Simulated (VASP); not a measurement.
# Al2Cu (Khatyrkite): Cu into a neighbouring Cu vacancy

Wanted: the minimum-energy path in Al2Cu (Khatyrkite) for this move: Cu into a neighbouring Cu vacancy. The start is a cell from a database of measured crystal structures.

Program: VASP 6.6.1. Level of theory: PBEsol; plane waves and PAW (Cu, Al). Results are calculated unless marked as measured.

### 1. The host crystal

Symmetry: I4/mcm, No. 140, tetragonal system. Conventional cell: a = 6.067 Å, b = 6.067 Å, c = 4.877 Å, α = 90.00°, β = 90.00°, γ = 90.00°. Nearest to Cu lie 2 Cu at 2.44 Å and 8 Al at 2.59 Å. Al has 4 Cu at 2.59 Å and 1 Al at 2.71 Å nearest. Farther neighbours are not listed.

### 2. Relax the host

The later steps need the crystal at this functional's own lattice; a raised cutoff keeps the stress reliable while the cell changes.

File INCAR:

```
SYSTEM = Al2Cu
PREC = Accurate
ENCUT = 390
EDIFF = 1E-06
NELM = 120
ISMEAR = 1
SIGMA = 0.15
LREAL = .FALSE.
ALGO = Normal
GGA = PS
NBANDS = 23
LASPH = .TRUE.
LORBIT = 11
LWAVE = .FALSE.
LCHARG = .FALSE.
KPAR = 3
IBRION = 2
NSW = 40
ISIF = 3
EDIFFG = -0.02
POTIM = 0.4
```

File POSCAR:

```
Al2Cu
1.0
   -3.0335000000      3.0335000000      2.4385000000
    3.0335000000     -3.0335000000      2.4385000000
    3.0335000000      3.0335000000     -2.4385000000
Cu Al
2 4
Direct
    0.2500000000      0.2500000000      0.0000000000
    0.7500000000      0.7500000000      0.0000000000
    0.3419000000      0.1581000000      0.5000000000
    0.8419000000      0.3419000000      0.1838000000
    0.6581000000      0.8419000000      0.5000000000
    0.1581000000      0.6581000000      0.8162000000
```

File KPOINTS:

```
Automatic mesh
0
Gamma
6 6 6
0 0 0
```

Potentials, in the order of the species: Cu and Al (PBE family, release 64).

Launch:

```bash
mpirun -np 3 vasp_std
```

What it wrote:

```text
[banner, memory and clock lines left out]
running    3 mpi-ranks, on    1 nodes
 distrk:  each k-point on    1 cores,    3 groups
 distr:  one band on    1 cores,    1 groups

 POSCAR found type information on POSCAR CuAl
 POSCAR found :  2 types and       6 ions
|                                                                             |
|               ----> ADVICE to this user running VASP <----                  |
|                                                                             |
|     You enforced a specific xc type in the INCAR file but a different       |
|     [... a line on the potential file left out ...]
|     I HOPE YOU KNOW WHAT YOU ARE DOING!                                     |
|                                                                             |

 LDA part: xc-table for (Slater+PW92), standard interpolation
 POSCAR, INCAR and KPOINTS ok, starting setup
 FFT: planning ... GRIDC
 FFT: planning ... GRID_SOFT
 FFT: planning ... GRID
 WAVECAR not read
 entering main loop
       N       E                     dE             d eps       ncg     rms          rms(c)
DAV:   1     0.164074816890E+03    0.16407E+03   -0.11504E+04  1380   0.132E+03
DAV:   2    -0.213190102170E+02   -0.18539E+03   -0.17657E+03  1380   0.285E+02
DAV:   3    -0.309550178433E+02   -0.96360E+01   -0.90332E+01  1968   0.842E+01
DAV:   4    -0.311724738633E+02   -0.21746E+00   -0.21723E+00  1966   0.110E+01
DAV:   5    -0.311763784501E+02   -0.39046E-02   -0.39041E-02  2014   0.137E+00    0.225E+01
DAV:   6    -0.374047730616E+02   -0.62284E+01   -0.15005E+02  1673   0.323E+02    0.191E+01
DAV:   7    -0.267205145030E+02    0.10684E+02   -0.36114E+01  1677   0.119E+02    0.518E+00
DAV:   8    -0.260645120018E+02    0.65600E+00   -0.34349E+00  2184   0.396E+01    0.105E+00
DAV:   9    -0.260384703190E+02    0.26042E-01   -0.26208E-01  2230   0.565E+00    0.571E-01
DAV:  10    -0.260469509723E+02   -0.84807E-02   -0.33090E-02  2201   0.423E+00    0.830E-01
DAV:  11    -0.260339131745E+02    0.13038E-01   -0.40464E-02  2104   0.551E+00    0.165E-01
DAV:  12    -0.260339665082E+02   -0.53334E-04   -0.41935E-03  2238   0.791E-01    0.763E-02
DAV:  13    -0.260339961336E+02   -0.29625E-04   -0.12074E-04  2117   0.112E-01    0.681E-02
DAV:  14    -0.260339303246E+02    0.65809E-04   -0.13608E-04  2013   0.325E-01    0.178E-02
DAV:  15    -0.260339269922E+02    0.33324E-05   -0.21679E-05  2170   0.726E-02    0.682E-03
DAV:  16    -0.260339265907E+02    0.40149E-06   -0.12231E-06   990   0.337E-02
   1 F= -.26033927E+02 E0= -.26032204E+02  d E =-.260339E+02
 curvature:   0.00 expect dE= 0.000E+00 dE for cont linesearch  0.000E+00
 trial: gam= 0.00000 g(F)=  0.119E-02 g(S)=  0.818E-01 ort = 0.000E+00 (trialstep = 0.100E+01)
 search vector abs. value=  0.830E-01
 bond charge predicted
       N       E                     dE             d eps       ncg     rms          rms(c)
DAV:   1    -0.270880979782E+02   -0.10542E+01   -0.11703E+01  1633   0.786E+01    0.923E+00
DAV:   2    -0.276811439941E+02   -0.59305E+00   -0.20635E+01  1758   0.125E+02    0.765E+00
DAV:   3    -0.260781044807E+02    0.16030E+01   -0.54821E+00  1731   0.669E+01    0.917E-01
DAV:   4    -0.261093697551E+02   -0.31265E-01   -0.78650E-01  2211   0.146E+01    0.159E+00
DAV:   5    -0.260737368326E+02    0.35633E-01   -0.13472E-01  2107   0.100E+01    0.172E-01
DAV:   6    -0.260743712274E+02   -0.63439E-03   -0.52050E-03  2136   0.958E-01    0.154E-01
DAV:   7    -0.260740528625E+02    0.31836E-03   -0.71269E-04  2223   0.735E-01    0.368E-02
DAV:   8    -0.260740311443E+02    0.21718E-04   -0.12357E-04  2225   0.149E-01    0.106E-02
DAV:   9    -0.260740292042E+02    0.19401E-05   -0.69288E-06  1831   0.510E-02    0.450E-03
DAV:  10    -0.260740288470E+02    0.35719E-06   -0.73641E-07   928   0.242E-02
   2 F= -.26074029E+02 E0= -.26072748E+02  d E =-.401023E-01
[...]
3 F= -.26074141E+02 E0= -.26072858E+02  d E =-.402147E-01
[...]
4 F= -.26074131E+02 E0= -.26072846E+02  d E =-.402046E-01
[...]
5 F= -.26076025E+02 E0= -.26075053E+02  d E =-.189385E-02
[...]
6 F= -.26076680E+02 E0= -.26076006E+02  d E =-.254865E-02
[...]
7 F= -.26077154E+02 E0= -.26076482E+02  d E =-.474596E-03
 trial-energy change:   -0.000475  1 .order   -0.000479   -0.000675   -0.000283
 step:   2.2221(harm=  2.0990)  dis= 0.00405  next Energy=   -26.077268 (dE=-0.588E-03)
 bond charge predicted
       N       E                     dE             d eps       ncg     rms          rms(c)
DAV:   1    -0.260773103676E+02   -0.15563E-03   -0.41269E-03  1994   0.622E-01    0.524E-02
DAV:   2    -0.260773086671E+02    0.17005E-05   -0.67104E-04  2153   0.684E-01    0.483E-02
DAV:   3    -0.260772654640E+02    0.43203E-04   -0.20121E-04  1850   0.411E-01    0.139E-02
DAV:   4    -0.260772623882E+02    0.30758E-05   -0.12756E-05  2144   0.402E-02    0.471E-03
DAV:   5    -0.260772621609E+02    0.22727E-06   -0.85199E-07   830   0.242E-02
   8 F= -.26077262E+02 E0= -.26076587E+02  d E =-.582348E-03
 curvature:  -1.31 expect dE=-0.107E-03 dE for cont linesearch -0.738E-06
 trial: gam= 0.09322 g(F)=  0.367E-06 g(S)=  0.815E-04 ort =-0.199E-04 (trialstep = 0.142E+01)
 search vector abs. value=  0.843E-04
 reached required accuracy - stopping structural energy minimisation
```

The job ended after 32 s (3 MPI ranks of Intel Xeon 6975P-C (Granite Rapids), shared host; peak memory 0.58 GiB; 94 s of CPU time).

The logs omit lines about the potential files and the build; timing stands in the text.

Parts of OUTCAR (step 2):

```text
ion  position               nearest neighbor table
   1  0.250  0.250  0.000-   2 2.44   2 2.44   6 2.59   4 2.59   6 2.59   4 2.59   3 2.59   3 2.59
                             5 2.59   5 2.59
   2  0.750  0.750  0.000-   1 2.44   1 2.44   6 2.59   4 2.59   6 2.59   4 2.59   5 2.59   5 2.59
                             3 2.59   3 2.59
   3  0.342  0.158  0.500-   1 2.59   1 2.59   2 2.59   2 2.59   5 2.71   5 2.90   5 2.90   6 3.10
                             4 3.10   6 3.10   4 3.10   6 3.23   4 3.23   4 3.23   6 3.23
   4  0.842  0.342  0.184-   1 2.59   2 2.59   2 2.59   1 2.59   6 2.71   6 2.90   6 2.90   3 3.10
                             5 3.10   3 3.10   5 3.10   3 3.23   5 3.23   3 3.23   5 3.23
   5  0.658  0.842  0.500-   2 2.59   2 2.59   1 2.59   1 2.59   3 2.71   3 2.90   3 2.90   6 3.10
                             4 3.10   6 3.10   4 3.10   6 3.23   4 3.23   6 3.23   4 3.23
   6  0.158  0.658  0.816-   1 2.59   2 2.59   2 2.59   1 2.59   4 2.71   4 2.90   4 2.90   3 3.10
                             5 3.10   5 3.10   3 3.10   3 3.23   5 3.23   3 3.23   5 3.23

  LATTYP: Found a body centered tetragonal cell.
 ALAT       =     6.0670000000
 C/A-ratio  =     0.8038569309

 Subroutine GETGRP returns: Found 16 space group operations
 (whereof  8 operations were pure point group operations)

The static configuration has the point symmetry C_4h.
 The point group associated with its full space group is D_4h.

 Found     30 irreducible k-points:

   k-points           NKPTS =     30   k-points in BZ     NKDIM =     30   number of bands    NBANDS=     23

   dimension x,y,z NGX =    32 NGY =   32 NGZ =   32
   dimension x,y,z NGXF=    64 NGYF=   64 NGZF=   64

   ENCUT  =  390.0 eV  28.66 Ry    5.35 a.u.   7.95  7.95  7.95*2*pi/ulx,y,z

   NELECT =      34.0000    total number of electrons

 k-points in reciprocal lattice and weights: Automatic mesh
   0.00000000  0.00000000  0.00000000       0.005
   0.16666667 -0.00000000  0.00000000       0.037
   0.33333333 -0.00000000  0.00000000       0.037
   0.50000000 -0.00000000  0.00000000       0.019
   0.16666667  0.16666667  0.00000000       0.037
   0.33333333  0.16666667  0.00000000       0.074
   0.50000000  0.16666667  0.00000000       0.074
  -0.33333333  0.16666667 -0.00000000       0.074
  -0.16666667  0.16666667  0.00000000       0.019
[...]
-0.33333333 -0.33333333  0.33333333       0.009
   0.50000000  0.50000000  0.50000000       0.005

 average (electrostatic) potential at core
       1 -63.9552       2 -63.9552       3 -71.9250       4 -71.9250       5 -71.9250
       6 -71.9250

 E-fermi :   8.0803

 k-point     1 :       0.0000    0.0000    0.0000
  band No.  band energies     occupation
    ...
     15       6.6760      2.00000
     16       6.9055      2.00000
     17       6.9055      2.00000
     18       7.3563      2.00000
     19       7.9635      1.96876
     20       8.3014     -0.05756
     21       9.6565     -0.00000
     22       9.6565     -0.00000
     23       9.7487     -0.00000

 k-point     2 :       0.1667   -0.0000    0.0000
  band No.  band energies     occupation
    ...
     14       5.4429      2.00000
     15       6.1637      2.00000
     16       6.3607      2.00000
     17       7.2977      2.00000
     18       7.3836      2.00000
     19       8.3403     -0.03422
     20       9.6259     -0.00000
     21      10.6601     -0.00000
     22      10.7608     -0.00000
     23      11.9569      0.00000

 k-point     3 :       0.3333   -0.0000    0.0000
  band No.  band energies     occupation
    ...
     13       5.0479      2.00000
     14       5.3850      2.00000
     15       5.5197      2.00000
     16       5.7830      2.00000
     17       7.7740      2.01393
     18       8.8450     -0.00000
     19      10.0372     -0.00000
     20      10.8488     -0.00000
     21      10.9140     -0.00000
     22      13.1549      0.00000
    ...

  Total       -0.0480427     -0.0480427     -0.0897659      0.0000000      0.0000000      0.0000000
  in kB       -0.8868578     -0.8868578     -1.6570584      0.0000000      0.0000000      0.0000000
  external PRESSURE =      -1.1435914 kB  Pullay stress =       0.0000000 kB

  energy-cutoff  :      390.00
  volume of cell :       86.79
      direct lattice vectors                 reciprocal lattice vectors
    -2.984159346  2.984159346  2.436576461     0.000000000  0.167551374  0.205205955
     2.984159346 -2.984159346  2.436576461     0.167551374  0.000000000  0.205205955
     2.984159346  2.984159346 -2.436576461     0.167551374  0.167551374  0.000000000

 POSITION                                       TOTAL-FORCE (eV/Angst)
 -----------------------------------------------------------------------------------
      0.00000      0.00000      1.21829        -0.000000      0.000000     -0.000000
      0.00000      0.00000      3.65486        -0.000000      0.000000     -0.000000
      0.95388      2.03028     -0.00000        -0.001090      0.001090     -0.000000
     -0.95388      2.03028      2.43658         0.001090      0.001090      0.000000
      2.03028      0.95388      2.43658         0.001090     -0.001090     -0.000000
      3.93804      0.95388     -0.00000        -0.001090     -0.001090     -0.000000
 -----------------------------------------------------------------------------------
    total drift:                               -0.000000     -0.000000      0.000000

  FREE ENERGIE OF THE ION-ELECTRON SYSTEM (eV)
  ---------------------------------------------------
  free  energy   TOTEN  =       -26.0772621609 eV

  energy  without entropy=      -26.0752378058  energy(sigma->0) =      -26.07658738

 reached required accuracy - stopping structural energy minimisation

 total charge
# of ion       s       p       d       tot
------------------------------------------
    1        0.512   0.547   9.121  10.180
    2        0.512   0.547   9.121  10.180
    3        0.418   0.349   0.000   0.767
    4        0.418   0.349   0.000   0.767
    5        0.418   0.349   0.000   0.767
    6        0.418   0.349   0.000   0.767
--------------------------------------------------
tot          2.697   2.492  18.241  23.430

[... 3 further parts left out ...]
```

CONTCAR:

```
Al2Cu
   1.00000000000000
    -2.9841593460230986    2.9841593460230986    2.4365764606975246
     2.9841593460230986   -2.9841593460230986    2.4365764606975246
     2.9841593460230986    2.9841593460230986   -2.4365764606975246
  Cu              Al
     2     4
Direct
     0.2500000000000000    0.2500000000000000    0.0000000000000000
     0.7500000000000000    0.7500000000000000    0.0000000000000000
     0.3401758423231540    0.1598241576768459    0.5000000000000000
     0.8401758423231540    0.3401758423231540    0.1803516846463011
     0.6598241576768460    0.8401758423231540    0.5000000000000000
     0.1598241576768459    0.6598241576768460    0.8196483153536991
```

The k-mesh is coarse for a metal. The PAW data sets were made with PBE, which is usual practice but a small mismatch for other functionals. The run keeps the 16 symmetry operations of its start, so it cannot find a distortion of lower symmetry.

Relaxation path:

```
step  energy less that of the first step (eV)  largest force (eV/Å)  pressure (GPa)  volume (Å³)
   1                                   0.0000                0.0878           -3.53        89.76
   2                                  -0.0401                0.0661            0.39        86.37
   3                                  -0.0402                0.0675            0.23        86.52
   4                                  -0.0402                0.0680            0.12        86.59
   5                                  -0.0421                0.0597            0.09        86.66
   6                                  -0.0428                0.0492            0.00        86.75
   7                                  -0.0432                0.0211           -0.11        86.77
   8                                  -0.0433                0.0015           -0.11        86.79
```

```
conventional cell, symmetrised  before  after  change
                         a (Å)   6.067  5.968  -1.6 %
                         b (Å)   6.067  5.968  -1.6 %
                         c (Å)   4.877  4.873  -0.1 %
              volume (Å³/atom)   14.96  14.47  -3.3 %
```

The atoms that moved most (Å, as changes of fractional coordinates times the final cell):

```
atom      dx      dy     dz  length
 Al4  -0.010  -0.010  0.000   0.015
 Al3   0.010  -0.010  0.000   0.015
 Al5  -0.010   0.010  0.000   0.015
 Al6   0.010   0.010  0.000   0.015
```

The relaxed structure:

```xyz
6
Lattice="-2.9842 2.9842 2.4366 2.9842 -2.9842 2.4366 2.9842 2.9842 -2.4366" Properties=species:S:1:pos:R:3 pbc="T T T"
Cu    0.0000    0.0000    1.2183
Cu    0.0000    0.0000    3.6549
Al    0.9539    2.0303    0.0000
Al   -0.9539    2.0303    2.4366
Al    2.0303    0.9539    2.4366
Al    3.9380    0.9539    0.0000
```

This step gave:

| Item | Value |
| --- | --- |
| electronic cycles | 61 |
| electrons | 34 |
| free energy (TOTEN) | -26.08 eV |
| energy at zero smearing | -26.08 eV |
| Fermi energy | 8.080 eV |
| labelled metallic, from the levels on this mesh | yes |

The run ended after 8 ionic steps, 0.043 eV below its first step, once forces and stress met EDIFFG = -0.02.

[end of part 1 of 4]

[Lines on the potential files, build, host, timing and source positions are cut from VASP's logs without a mark.]

[Logs are printed without paths, hosts, clocks, repeated set-up lines and the standing remarks that a program may print on its own settings, such as how far it seeks lower states.]

[Hosts, paths, dates, database ids (printed as entryN), source tags and the programs' standing remarks are cut or masked in the printed files.]

[Runs that stopped without an error message from VASP are left out.]
